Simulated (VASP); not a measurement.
Consider the following.

```cif
data_Pt3Ti
_chemical_formula_sum 'Ti1 Pt3'
_space_group_name_H-M_alt 'Pm-3m'
_space_group_IT_number 221
_space_group_name_Hall '-P 4 2 3'
_cell_length_a 3.87711
_cell_length_b 3.87711
_cell_length_c 3.87711
_cell_angle_alpha 90.000
_cell_angle_beta 90.000
_cell_angle_gamma 90.000
loop_
_atom_site_label
_atom_site_type_symbol
_atom_site_symmetry_multiplicity
_atom_site_Wyckoff_symbol
_atom_site_fract_x
_atom_site_fract_y
_atom_site_fract_z
_atom_site_occupancy
Ti1 Ti 1 a 0.00000 0.00000 0.00000 1
Pt1 Pt 3 c 0.00000 0.50000 0.50000 1
```

Calculation: LDA (Ceperley-Alder, Perdew-Zunger), VASP's LDA PAW potentials (set 64) (plane waves; VASP 6.6.1). Numerical set-up: 520 eV cut-off, 8×8×8 Γ-centred mesh, first-order Methfessel-Paxton smearing of 0.10 eV, potentials Ti_sv Pt.

Give the energy at these volumes per atom, relative to the lowest: 13.69, 14.13, 14.56, 15.00, 15.44 Å³.

52.7, 12.5, 0.0, 10.5, 40.2 meV/atom. A third-order Birch-Murnaghan fit gives B0 = 280 GPa and B0′ = 5.0.

Measured: a 3.916 Å (computed value off by -1.0 %), as given by Molecular Dynamics Simulations of PtTi High-Temperature Shape Memory Alloys Based on a Modified Embedded-Atom Method …. The calculation is for a static lattice, while the measured a holds thermal and zero-point effects, which are part of the difference.

The compound is Pt3Ti in the L1_2 structure. It was relaxed first.
